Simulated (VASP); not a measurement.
Input:

```yaml
crystal:
  lattice:
    - [0.00000, 3.41359, 3.41359]
    - [3.41359, 0.00000, 3.41359]
    - [3.41359, 3.41359, 0.00000]
  atoms:
    - { symbol: Sr, position: [0.00000, 0.00000, 0.00000] }
    - { symbol: Te, position: [0.50000, 0.50000, 0.50000] }
```

All values below come from revTPSS meta-GGA, VASP's PBE PAW potentials (set 64) (plane waves; VASP). Numerical set-up: 520 eV cut-off, 7×7×7 Γ-centred mesh, Gaussian smearing of 0.050 eV, potentials Sr_sv Te.

Question: Estimate the energy per atom (σ→0), pressure.

Answer: 
```json
{
  "energy per atom (σ→0)": "10.297 eV/atom",
  "pressure": "-1.73 GPa"
}
```

Total energies compare only between runs with the same potentials, cut-off and functional.

The compound is SrTe in the rock salt structure. This cell is one point of a volume scan, at 1.06 of the reference volume.
